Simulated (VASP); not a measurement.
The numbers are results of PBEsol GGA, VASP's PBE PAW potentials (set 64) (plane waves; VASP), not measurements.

A VASP calculation is set up with these files.

**POSCAR**
```
SnSe
1
   -0.0000000000     3.3267087871     3.3267087871
    3.3267087871     0.0000000000     3.3267087871
    3.3267087871     3.3267087871     0.0000000000
Sn Se
1 1
Direct
  0.0000000000   0.0000000000   0.0000000000
  0.2500000000   0.2500000000   0.2500000000
```

### KPOINTS
```
Automatic mesh
0
Gamma
9 9 9
0 0 0
```

**INCAR**
```
ALGO = Normal
EDIFF = 1E-6
EDIFFG = -0.01
ENCUT = 400
GGA = PS
IBRION = 2
ISIF = 3
ISMEAR = 1
LASPH = .TRUE.
LCHARG = .FALSE.
LMAXMIX = 4
LREAL = .FALSE.
LWAVE = .FALSE.
NELM = 100
NSW = 60
PREC = Accurate
SIGMA = 0.1
SYSTEM = SnSe
```

POTCAR, in this order: Sn_d Se (PBE.64 set). Program: vasp_std.

The resulting files:

File OUTCAR:
```
 ion  position               nearest neighbor table
   1  0.000  0.000  0.000-   2 2.88   2 2.88   2 2.88   2 2.88
   2  0.250  0.250  0.250-   1 2.88   1 2.88   1 2.88   1 2.88
  LATTYP: Found a face centered cubic cell.
 ALAT       =     6.6534175742
 Subroutine PRICEL returns:
 Original cell was already a primitive cell.
 Subroutine GETGRP returns: Found 24 space group operations
The static configuration has the point symmetry T_d .
The dynamic configuration has the point symmetry T_d .
 Subroutine INISYM returns: Found 24 space group operations
 Subroutine IBZKPT returns following result:
 Found     35 irreducible k-points:

 Following reciprocal coordinates:
            Coordinates               Weight
  0.000000  0.000000  0.000000      1.000000
  0.111111  0.000000  0.000000      8.000000
  0.222222  0.000000  0.000000      8.000000
  0.333333  0.000000  0.000000      8.000000
  0.444444  0.000000  0.000000      8.000000
  0.111111  0.111111  0.000000      6.000000
  0.222222  0.111111  0.000000     24.000000
  0.333333  0.111111  0.000000     24.000000
  0.444444  0.111111  0.000000     24.000000
 -0.444444  0.111111  0.000000     24.000000
 -0.333333  0.111111  0.000000     24.000000
 -0.222222  0.111111  0.000000     24.000000
 -0.111111  0.111111  0.000000     12.000000
  0.222222  0.222222  0.000000      6.000000
  0.333333  0.222222  0.000000     24.000000
  0.444444  0.222222  0.000000     24.000000
 -0.444444  0.222222  0.000000     24.000000
 -0.333333  0.222222  0.000000     24.000000
 -0.222222  0.222222  0.000000     12.000000
  0.333333  0.333333  0.000000      6.000000
  0.444444  0.333333  0.000000     24.000000
 -0.444444  0.333333  0.000000     24.000000
 -0.333333  0.333333  0.000000     12.000000
  0.444444  0.444444  0.000000      6.000000
...
```

**OSZICAR**
```
       N       E                     dE             d eps       ncg     rms          rms(c)
DAV:   1     0.119442909276E+03    0.11944E+03   -0.85674E+03   980   0.132E+03
DAV:   2     0.371143192440E+01   -0.11573E+03   -0.11407E+03  1034   0.321E+02
DAV:   3    -0.828086359327E+01   -0.11992E+02   -0.11664E+02  1220   0.101E+02
DAV:   4    -0.860306666717E+01   -0.32220E+00   -0.32212E+00  1136   0.190E+01
DAV:   5    -0.861252027661E+01   -0.94536E-02   -0.94535E-02  1428   0.313E+00    0.345E+00
DAV:   6    -0.832414459799E+01    0.28838E+00   -0.85427E-01  1432   0.555E+00    0.217E+00
DAV:   7    -0.831823613794E+01    0.59085E-02   -0.89996E-02  1058   0.144E+00    0.103E+00
DAV:   8    -0.831771644310E+01    0.51969E-03   -0.88832E-03  1160   0.968E-01    0.130E-01
DAV:   9    -0.831787249215E+01   -0.15605E-03   -0.19832E-03  1182   0.342E-01    0.778E-02
DAV:  10    -0.831808403859E+01   -0.21155E-03   -0.31416E-04  1052   0.130E-01    0.218E-02
DAV:  11    -0.831813179824E+01   -0.47760E-04   -0.68603E-05  1112   0.631E-02    0.626E-03
DAV:  12    -0.831813545535E+01   -0.36571E-05   -0.65252E-06  1178   0.294E-02    0.275E-03
DAV:  13    -0.831813622053E+01   -0.76518E-06   -0.10159E-06   878   0.623E-03
   1 F= -.83181362E+01 E0= -.83180378E+01  d E =-.831814E+01
```

OUTCAR:
```
------------------------ aborting loop because EDIFF is reached ----------------------------------------
  FORCE on cell =-STRESS in cart. coord.  units (eV):
  Direction    XX          YY          ZZ          XY          YZ          ZX
  --------------------------------------------------------------------------------------
  Total        0.0177612      0.0177612      0.0177612     -0.0000000     -0.0000000      0.0000000
  in kB        0.3864646      0.3864646      0.3864646     -0.0000000     -0.0000000      0.0000000
  external PRESSURE =       0.3864646 kB  Pullay stress =       0.0000000 kB
  volume of cell :       73.63
      direct lattice vectors                 reciprocal lattice vectors
     0.000000000  3.326708787  3.326708787    -0.150298698  0.150298698  0.150298698
     3.326708787  0.000000000  3.326708787     0.150298698 -0.150298698  0.150298698
     3.326708787  3.326708787  0.000000000     0.150298698  0.150298698 -0.150298698
 POSITION                                       TOTAL-FORCE (eV/Angst)
 -----------------------------------------------------------------------------------
      0.00000      0.00000      0.00000        -0.000000     -0.000000     -0.000000
      1.66335      1.66335      1.66335         0.000000      0.000000      0.000000
 -----------------------------------------------------------------------------------
    total drift:                               -0.000000     -0.000000     -0.000000
  FREE ENERGIE OF THE ION-ELECTRON SYSTEM (eV)
  ---------------------------------------------------
  free  energy   TOTEN  =        -8.3181362205 eV

  energy  without entropy=       -8.3178409951  energy(sigma->0) =       -8.31803781

 reached required accuracy - stopping structural energy minimisation
```
(Selected blocks of OUTCAR.)

The structure was generated: SnSe was put into the zinc blende type (F-43m), which need not be its known phase. It was relaxed first, which changed the volume by +38 %. The start is the result of an earlier pass.
